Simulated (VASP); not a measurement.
Here is the system:

```xyz
4
Lattice="4.7131 0.0000 0.0000 0.0000 4.7131 0.0000 0.0000 0.0000 4.7131" Properties=species:S:1:pos:R:3 pbc="T T T"
Tb     2.3565     0.0000     2.3565
Tb     0.0000     2.3565     2.3565
Tb     2.3565     2.3565     0.0000
Hg     0.0000     0.0000     0.0000
```

Method: PBEsol GGA, VASP's PBE PAW potentials (set 64) (plane waves; VASP). Run with 400 eV cut-off, 7×7×7 Γ-centred mesh, tetrahedra with Blöchl corrections, potentials Tb_3 Hg.

The 4f electrons are frozen in the core of the lanthanide potential, so 4f levels, which can set the real gap, and their magnetism are missing.  Unless said otherwise, spin-orbit coupling is left out, though it shifts the bands of the heavy elements here.

### Question
What does the run give for the energy per atom (σ→0), band gap (on the k-mesh) with the smallest direct gap where there is one?

### Answer

| Property | Value |
|---|---|
| band gap (on the k-mesh) | none (metal, semimetal or under 0.01 eV) |
| energy per atom (σ→0) | -4.118 eV/atom |

The absolute energy has meaning only against runs of the same code, potentials and settings.

The structure comes from a computed database's Tb3Hg entry (Pm-3m); how it stands against other phases isn't given here. It was relaxed first, which changed the volume by -7 %. The electron count is odd and the run is not spin-polarised, which forces a metal.
